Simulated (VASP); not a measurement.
# Ga3BiO4 (I4/mmm) in VASP: relaxation of cell and atoms with PBE

Aim: the relaxation of cell and atoms of Ga3BiO4 with PBE.

All numbers are computed with VASP 6.6.1; they aren't measurements. Logs are shortened: lines on timing, memory, paths and dates and some standing lists are left out, and cuts for length are marked.

## 1. The crystal as given

The structure is tetragonal, space group I4/mmm (No. 139). Conventional cell: a = 4.932 Å, b = 4.932 Å, c = 9.909 Å, α = 90.00°, β = 90.00°, γ = 90.00°. Around Ga (site symmetry 4/mmm) lie 6 O at 2.47 to 2.51 Å. Around Ga (site symmetry -4m2) lie 6 O at 2.47 to 2.48 Å. Bi (site symmetry 4/mmm) has 6 O at 2.45 to 2.47 Å as nearest neighbours. O (site symmetry 4mm) is surrounded by 1 Bi at 2.45 Å and 5 Ga at 2.47 to 2.51 Å. Around O (site symmetry mmm) lie 4 Ga at 2.47 to 2.48 Å and 2 Bi at 2.47 Å.

The cell was built by a generator and needn't be a form met in nature.

## 2. Relaxation of cell and atoms, PBE

INCAR reads:

```
SYSTEM = Ga3BiO4
  PREC = Normal
  ENCUT = 520
  EDIFF = 1E-4
  ISMEAR = 0
  SIGMA = 0.15
  LREAL = .FALSE.
  LASPH = .TRUE.
  NELM = 60
  ALGO = Fast
  ISIF = 3
  LWAVE = .FALSE.
  LCHARG = .FALSE.
  GGA = PE
  IBRION = 2
  NSW = 24
  EDIFFG = -0.08
```

KPOINTS reads:

```
Automatic mesh
0
G
  4 4 4
  0 0 0
```

POSCAR reads:

```
Ga3BiO4
1.0
   -2.4661314000      2.4661314000      4.9547076500
    2.4661314000     -2.4661314000      4.9547076500
    2.4661314000      2.4661314000     -4.9547076500
Ga Bi O
3 1 4
Direct
    0.5000000000      0.5000000000      0.0000000000
    0.2500000000      0.7500000000      0.5000000000
    0.7500000000      0.2500000000      0.5000000000
    0.0000000000      0.0000000000      0.0000000000
    0.7530974100      0.7530974100      0.0000000000
    0.2469025900      0.2469025900      0.0000000000
    0.0000000000      0.5000000000      0.5000000000
    0.5000000000      0.0000000000      0.5000000000
```

Potentials or basis: VASP PAW PBE potentials, release 64 (Ga_d, Bi_d, O).

The run is started by

```console
cat potpaw_PBE.64/Ga_d/POTCAR potpaw_PBE.64/Bi_d/POTCAR potpaw_PBE.64/O/POTCAR > POTCAR
mpirun -np 1 vasp_std > vasp.out
```

OUTCAR:

```text
SYSTEM = Ga3BiO4
   PREC = Normal
   ENCUT = 520
   EDIFF = 1E-4
   ISMEAR = 0
   LREAL = .FALSE.
   LASPH = .TRUE.
   NELM = 60
   ISIF = 3
   GGA = PE
   IBRION = 2
   NSW = 24
   EDIFFG = -0.08

 ion  position               nearest neighbor table
   1  0.500  0.500  0.000-
   2  0.250  0.750  0.500-
   3  0.750  0.250  0.500-
   4  0.000  0.000  0.000-   5 2.45   6 2.45   7 2.47   8 2.47   7 2.47   8 2.47
   5  0.753  0.753  0.000-   4 2.45
   6  0.247  0.247  0.000-   4 2.45
   7  0.000  0.500  0.500-   4 2.47   4 2.47
   8  0.500  0.000  0.500-   4 2.47   4 2.47

  LATTYP: Found a body centered tetragonal cell.
 ALAT       =     4.9322628000
 C/A-ratio  =     2.0091012385

  Lattice vectors:

 A1 = (  -2.4661314000,   2.4661314000,   4.9547076500)
 A2 = (   2.4661314000,  -2.4661314000,   4.9547076500)
 A3 = (   2.4661314000,   2.4661314000,  -4.9547076500)

Analysis of symmetry for initial positions (statically):
=====================================================================
 Subroutine PRICEL returns:
 Original cell was already a primitive cell.

 Routine SETGRP: Setting up the symmetry group for a
 body centered tetragonal supercell.

 Subroutine GETGRP returns: Found 16 space group operations
 (whereof 16 operations were pure point group operations)
 out of a pool of 16 trial point group operations.

The static configuration has the point symmetry D_4h.

Analysis of symmetry for dynamics (positions and initial velocities):
=====================================================================
 Subroutine PRICEL returns:
 Original cell was already a primitive cell.

 Routine SETGRP: Setting up the symmetry group for a
 body centered tetragonal supercell.

 Subroutine GETGRP returns: Found 16 space group operations
 (whereof 16 operations were pure point group operations)
 out of a pool of 16 trial point group operations.

The dynamic configuration has the point symmetry D_4h.

 Subroutine INISYM returns: Found 16 space group operations
 (whereof 16 operations are pure point group operations),
 and found     1 'primitive' translations

----------------------------------------------------------------------------------------

                                     Primitive cell

  volume of cell :     120.5342

  direct lattice vectors                    reciprocal lattice vectors
    -2.466131400  2.466131400  4.954707650     0.000000000  0.202746699  0.100914128
     2.466131400 -2.466131400  4.954707650     0.202746699  0.000000000  0.100914128
     2.466131400  2.466131400 -4.954707650     0.202746699  0.202746699  0.000000000

  length of vectors
     6.059103569  6.059103569  6.059103569     0.226472703  0.226472703  0.286727131

  position of ions in fractional coordinates (direct lattice)
     0.500000000  0.500000000  0.000000000
     0.250000000  0.750000000  0.500000000
     0.750000000  0.250000000  0.500000000
     0.000000000  0.000000000  0.000000000
     0.753097410  0.753097410  0.000000000
     0.246902590  0.246902590  0.000000000
     0.000000000  0.500000000  0.500000000
     0.500000000  0.000000000  0.500000000

  ion indices of the primitive-cell ions
   primitive index   ion index
                 1           1
                 2           2
                 3           3
                 4           4
                 5           5
                 6           6
                 7           7
                 8           8

----------------------------------------------------------------------------------------

 KPOINTS: Automatic mesh

Automatic generation of k-mesh.
 Grid dimensions read from file:
 generate k-points for:    4    4    4

 Generating k-lattice:

  Cartesian coordinates                     Fractional coordinates (reciprocal lattice)
     0.000000000  0.050686675  0.025228532     0.250000000  0.000000000  0.000000000
     0.050686675  0.000000000  0.025228532     0.000000000  0.250000000  0.000000000
     0.050686675  0.050686675  0.000000000     0.000000000  0.000000000  0.250000000

  Length of vectors
     0.056618176  0.056618176  0.071681783

  Shift w.r.t. Gamma in fractional coordinates (k-lattice)
     0.000000000  0.000000000  0.000000000

 Subroutine IBZKPT returns following result:
 ===========================================

 Found     13 irreducible k-points:

 Following reciprocal coordinates:
            Coordinates               Weight
  0.000000  0.000000  0.000000      1.000000
  0.250000  0.000000  0.000000      8.000000
  0.500000  0.000000  0.000000      4.000000
  0.250000  0.250000  0.000000      8.000000
  0.500000  0.250000 -0.000000     16.000000
 -0.250000  0.250000  0.000000      4.000000
  0.500000  0.500000  0.000000      2.000000
  0.250000  0.250000  0.250000      2.000000
 -0.250000  0.250000  0.250000      4.000000
  0.500000  0.500000  0.250000      4.000000
 -0.250000  0.500000  0.250000      8.000000
 -0.250000 -0.250000  0.250000      2.000000
  0.500000  0.500000  0.500000      1.000000
   k-points           NKPTS =     13   k-points in BZ     NKDIM =     13   number of bands    NBANDS=     46
   number of dos      NEDOS =    301   number of ions     NIONS =      8
   total plane-waves  NPLWV =  46656
   dimension x,y,z NGX =    36 NGY =   36 NGZ =   36
   dimension x,y,z NGXF=    72 NGYF=   72 NGZF=   72
   ions per type =               3   1   4
   NGX,Y,Z   is equivalent  to a cutoff of   9.88,  9.88,  9.88 a.u.
   NGXF,Y,Z  is equivalent  to a cutoff of  19.75, 19.75, 19.75 a.u.
 SYSTEM =  Ga3BiO4
   PREC   = normal    normal or accurate (medium, high low for compatibility)
   ISTART =      0    job   : 0-new  1-cont  2-samecut
   ICHARG =      2    charge: 1-file 2-atom 10-const
   ISPIN  =      1    spin polarized calculation?
   LNONCOLLINEAR =      F non collinear calculations
   LSORBIT =      F    spin-orbit coupling
   LASPH  =      T    aspherical Exc in radial PAW
   ENCUT  =  520.0 eV  38.22 Ry    6.18 a.u.  11.27 11.27 11.27*2*pi/ulx,y,z
   NELM   =     60;   NELMIN=  2; NELMDL= -5     # of ELM steps
   EDIFF  = 0.1E-03   stopping-criterion for ELM
   LREAL  =      F    real-space projection
   EDIFFG = -.8E-01   stopping-criterion for IOM
   NSW    =     24    number of steps for IOM
   IBRION =      2    ionic relax: 0-MD 1-quasi-New 2-CG
   NFREE  =      1    steps in history (QN), initial steepest desc. (CG)
   ISIF   =      3    stress and relaxation
   ISYM   =      2    0-nonsym 1-usesym 2-fastsym
   POTIM  = 0.5000    time-step for ionic-motion
   TEBEG  =    0.0;   TEEND  =   0.0 temperature during run
   PSTRESS=    0.0 pullay stress
   NELECT =      78.0000    total number of electrons
   NUPDOWN=      -1.0000    fix difference up-down
   EMIN   =  10.00;   EMAX   =-10.00  energy-range for DOS
   EFERMI =   0.00;   METHOD = LEGACY
   ISMEAR =     0;   SIGMA  =   0.15  broadening in eV -4-tet -1-fermi 0-gaus
   EFERMI_NEDOS =   21; number of points for ismear=-14 and -15
   IALGO  =     68    algorithm
   IMIX   =      4    mixing-type and parameters
     AMIX     =   0.40;   BMIX     =  1.00
     AMIX_MAG =   1.60;   BMIX_MAG =  1.00
  volume/ion in A,a.u.               =      15.07       101.68
  Fermi-wavevector in a.u.,A,eV,Ry     =   1.416021  2.675891 27.281234  2.005114
  Thomas-Fermi vector in A             =   2.537398
   LORBIT       =      0    0 simple, 1 ext, 2 COOP (PROOUT), +10 PAW based schemes
   GGA     = PE    functional components
   LHFCALC =     F    Hartree Fock is set to
   AEXX    =    0.0000 exact exchange contribution
   IVDW    =     0    specifies the selected vdW correction
   LEPSILON=     F    determine dielectric tensor
   LRPA    =     F    only Hartree local field effects (RPA)
 conjugate gradient relaxation of ions
 non-spin polarized calculation
 RMM-DIIS sequential band-by-band and
 Gauss-broadening in eV      SIGMA  =   0.15
  energy-cutoff  :      520.00
  volume of cell :      120.53
 maximum number of plane-waves:      3262
   NGX = 23   NGY = 23   NGZ = 23

--------------------------------------- Ionic step        1  -------------------------------------------

 number of electron      77.9999922 magnetization

 Free energy of the ion-electron system (eV)
  ---------------------------------------------------
  ext. energy  EPLUGINS =         0.00000000
  ---------------------------------------------------
  free energy    TOTEN  =       -38.22671151 eV

  energy without entropy =      -38.19006234  energy(sigma->0) =      -38.20838693

------------------------ aborting loop because EDIFF is reached ----------------------------------------

  FORCE on cell =-STRESS in cart. coord.  units (eV):
  Direction    XX          YY          ZZ          XY          YZ          ZX
  --------------------------------------------------------------------------------------
  -------------------------------------------------------------------------------------
  Total       -4.4885492     -4.4885492     -2.8429127      0.0000000     -0.0000000      0.0000000
  in kB      -59.6631417    -59.6631417    -37.7888482      0.0000000     -0.0000000      0.0000000
  external PRESSURE =     -52.3717105 kB  Pullay stress =       0.0000000 kB
[... 195 lines left out ...]
  energy  without entropy=      -38.3231790025  energy(sigma->0) =      -38.33850055

--------------------------------------- Ionic step        6  -------------------------------------------

 number of electron      78.0000071 magnetization

 Free energy of the ion-electron system (eV)
  ---------------------------------------------------
  ext. energy  EPLUGINS =         0.00000000
  ---------------------------------------------------
  free energy    TOTEN  =       -38.35906499 eV

  energy without entropy =      -38.33108147  energy(sigma->0) =      -38.34507323

 E-fermi :   6.2346     XC(G=0): -11.0849

 val. band max:        6.1065634365   @ k =   0.2500   0.0000   0.0000
 cond. band min:       6.2448397968   @ k =  -0.2500   0.2500   0.0000
 fundamental gap:      0.1382763603
 Fermi energy:         6.2345568205

 k-point     1 :       0.0000    0.0000    0.0000
  band No.  band energies     occupation
      1     -17.5950      2.00000
      2     -17.5232      2.00000
      3     -17.4727      2.00000
      4     -17.4616      2.00000
      5     -17.4616      2.00000
      6     -13.1626      2.00000
[... 661 lines left out ...]
  FREE ENERGIE OF THE ION-ELECTRON SYSTEM (eV)
  ---------------------------------------------------
  free  energy   TOTEN  =       -38.3590649892 eV

  energy  without entropy=      -38.3310814695  energy(sigma->0) =      -38.34507323

 reached required accuracy - stopping structural energy minimisation
```

Wall time 1.7 min (1 thread of Intel Xeon 6975P-C (Granite Rapids), shared host); peak memory 0.25 GiB.

What came out:

- Free energy: -38.3591 eV
- Relaxed volume: 14.21 Å³/atom
- Relaxed cell: a = 5.991 Å, b = 5.991 Å, c = 5.991 Å, α = 132.79°, β = 132.79°, γ = 68.99°
- Space group after relaxing (to 0.05 Å): I4/mmm (No. 139)
- Energy gained by relaxing: 16.5 meV/atom
- Ionic steps: 6
- Pressure after relaxing: 0.1 GPa
- Largest force after relaxing: 0.028 eV/Å
- Band gap on the k mesh: none (metal or under the smearing width)

Forces in eV/Å, atoms in the order of the input:
```
Ga   0.000  0.000  0.000
Ga   0.000  0.000  0.000
Ga   0.000  0.000  0.000
Bi   0.000  0.000  0.000
O    0.000  0.000 -0.028
O    0.000  0.000  0.028
O    0.000  0.000  0.000
O    0.000  0.000  0.000
```

The path:
```
step  energy change (eV)  largest force (eV/Å)  pressure (GPa)  volume (Å³)
   1              0.0000                0.0113           -5.24       120.53
   2             -0.1100                0.2861            1.98       112.14
   3             -0.1194                0.2208            0.35       113.90
   4             -0.1193                0.2144           -0.52       114.09
   5             -0.1271                0.1357            0.14       113.94
   6             -0.1324                0.0278            0.10       113.70
```

Final structure:
```cif
data_structure
_symmetry_space_group_name_H-M 'P 1'
_symmetry_Int_Tables_number 1
_cell_length_a 5.9913
_cell_length_b 5.9913
_cell_length_c 5.9913
_cell_angle_alpha 132.787
_cell_angle_beta 132.787
_cell_angle_gamma 68.989
_cell_volume 113.70
loop_
_atom_site_label
_atom_site_type_symbol
_atom_site_fract_x
_atom_site_fract_y
_atom_site_fract_z
_atom_site_occupancy
Ga1 Ga 0.50000 0.50000 0.00000 1
Ga2 Ga 0.25000 0.75000 0.50000 1
Ga3 Ga 0.75000 0.25000 0.50000 1
Bi1 Bi 0.00000 0.00000 0.00000 1
O1 O 0.75051 0.75051 0.00000 1
O2 O 0.24949 0.24949 0.00000 1
O3 O 0.00000 0.50000 0.50000 1
O4 O 0.50000 0.00000 0.50000 1
```

Caveat: the k mesh is coarse (spacing up to 0.45 Å⁻¹), so the values aren't converged; spin-orbit coupling is left out, which moves the levels of the heavy elements; the relaxation stopped at a loose force limit of 0.08 eV/Å, so its end isn't a converged minimum.
